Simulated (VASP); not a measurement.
Output of a VASP run:

### OSZICAR
```
       N       E                     dE             d eps       ncg     rms          rms(c)
DAV:   1     0.118968586430E+03    0.11897E+03   -0.82533E+03   696   0.127E+03
DAV:   2    -0.428185999919E+01   -0.12325E+03   -0.11443E+03   896   0.331E+02
DAV:   3    -0.906314916748E+01   -0.47813E+01   -0.47575E+01   892   0.615E+01
DAV:   4    -0.917933013304E+01   -0.11618E+00   -0.11605E+00  1036   0.834E+00
DAV:   5    -0.918029438409E+01   -0.96425E-03   -0.96422E-03   884   0.901E-01    0.635E+00
DAV:   6    -0.789489335729E+01    0.12854E+01   -0.45442E+00   772   0.180E+01    0.337E+00
DAV:   7    -0.788395543664E+01    0.10938E-01   -0.12607E-01   932   0.313E+00    0.203E+00
DAV:   8    -0.790019265953E+01   -0.16237E-01   -0.69510E-02   740   0.309E+00    0.223E-01
DAV:   9    -0.790364585082E+01   -0.34532E-02   -0.85624E-03   868   0.764E-01    0.138E-01
DAV:  10    -0.790497393057E+01   -0.13281E-02   -0.18885E-03   728   0.428E-01    0.694E-02
DAV:  11    -0.790510406239E+01   -0.13013E-03   -0.68040E-04   772   0.216E-01    0.237E-02
DAV:  12    -0.790509918236E+01    0.48800E-05   -0.93430E-05   852   0.829E-02    0.682E-03
DAV:  13    -0.790510194945E+01   -0.27671E-05   -0.14475E-05   760   0.369E-02    0.288E-03
DAV:  14    -0.790510216888E+01   -0.21943E-06   -0.49314E-07   924   0.709E-03    0.573E-04
DAV:  15    -0.790510220484E+01   -0.35955E-07   -0.46743E-08   556   0.213E-03
   1 F= -.79051022E+01 E0= -.79051022E+01  d E =-.438763E-20
```

### OUTCAR
```
------------------------ aborting loop because EDIFF is reached ----------------------------------------
  FORCE on cell =-STRESS in cart. coord.  units (eV):
  Direction    XX          YY          ZZ          XY          YZ          ZX
  --------------------------------------------------------------------------------------
  Total        0.4384409      0.4384409      0.4384409      0.0000000      0.0000000      0.0000000
  in kB       17.4874289     17.4874289     17.4874289      0.0000000      0.0000000      0.0000000
  external PRESSURE =      17.4874289 kB  Pullay stress =       0.0000000 kB
  volume of cell :       40.17
      direct lattice vectors                 reciprocal lattice vectors
     0.000000000  2.718244722  2.718244722    -0.183942232  0.183942232  0.183942232
     2.718244722  0.000000000  2.718244722     0.183942232 -0.183942232  0.183942232
     2.718244722  2.718244722  0.000000000     0.183942232  0.183942232 -0.183942232
  FREE ENERGIE OF THE ION-ELECTRON SYSTEM (eV)
  ---------------------------------------------------
  free  energy   TOTEN  =        -7.9051022048 eV

  energy  without entropy=       -7.9051022048  energy(sigma->0) =       -7.90510220
```
(Selected blocks of OUTCAR.)

**POSCAR**
```
KF
1
    0.0000000000     2.7182447220     2.7182447220
    2.7182447220     0.0000000000     2.7182447220
    2.7182447220     2.7182447220     0.0000000000
K F
1 1
Direct
  0.0000000000   0.0000000000   0.0000000000
  0.5000000000   0.5000000000   0.5000000000
```

Write an INCAR and KPOINTS that could have produced this output.

One answer among several that fit: the input of the run itself, revPBE GGA, plane waves, VASP's PBE PAW potentials (set 64).

File KPOINTS:
```
Automatic mesh
0
Gamma
8 8 8
0 0 0
```

INCAR:
```
SYSTEM = KF
PREC = Accurate
ENCUT = 520
EDIFF = 1E-7
NELM = 100
ALGO = Normal
LREAL = .FALSE.
LASPH = .TRUE.
ISMEAR = 0
SIGMA = 0.05
GGA = RE
LWAVE = .FALSE.
LCHARG = .FALSE.
ISIF = 2
```

POTCAR, in this order: K_sv F (PBE.64 set). Program: vasp_std.

The compound is KF in the rock salt structure. This cell is one point of a volume scan, at 0.94 of the reference volume.
